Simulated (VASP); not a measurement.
Here is the system:

```
TaSi
1.0
    3.00283     0.00000     0.00000
   -1.50142     2.60053     0.00000
    0.00000     0.00000     7.99541
Ta Si
2 2
Direct
  0.00000   0.00000   0.00000
  0.00000   0.00000   0.50000
  0.33333   0.66667   0.25000
  0.66667   0.33333   0.75000
```

Computed with PBEsol GGA, VASP's PBE PAW potentials (set 64) (plane waves; VASP 6.6.1). Settings: 400 eV cut-off, Gaussian smearing of 0.050 eV, potentials Ta_pv Si.

Unless said otherwise, spin-orbit coupling is left out, though it shifts the bands of the heavy elements here.

**Question.** What does the run give for the band gap (along the path) with the smallest direct gap where there is one?

**Answer.** 
```yaml
band gap (along the path): none (metal, semimetal or under 0.01 eV)
```

Only differences to runs with the same potentials and settings are physical.

The structure was generated: TaSi was put into the NiAs type (P6_3/mmc), which need not be its known phase. It was relaxed first, which changed the volume by -28 %.
